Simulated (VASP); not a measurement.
Method: TPSS meta-GGA, VASP's PBE PAW potentials (set 64) (plane waves; VASP 6.6.1). For the first row: Run with 520 eV cut-off, 9×9×9 Γ-centred mesh, first-order Methfessel-Paxton smearing of 0.10 eV, potentials Al Au.

| system | energy (eV/atom) |
|---|---|
| AuAl₂ (fluorite) | -6.7949 |
| Al atom | -4.4403 |
| Au atom | -0.2574 |

Atoms are spin-polarised in a large box without symmetry, with the spin fixed by Hund's rule, and may not be in the lowest state of each functional; no zero-point energy is added.  Spin-orbit coupling is left out, which shifts such energies by up to tenths of an eV for the heavy elements here.

Question: What is the cohesive energy per atom of AuAl2?

Answer: The references average (2×(-4.4403) + 1×(-0.2574))/3 = -3.0460 eV, so the cohesive energy is -3.0460 − (-6.7949) = 3.749 eV/atom.
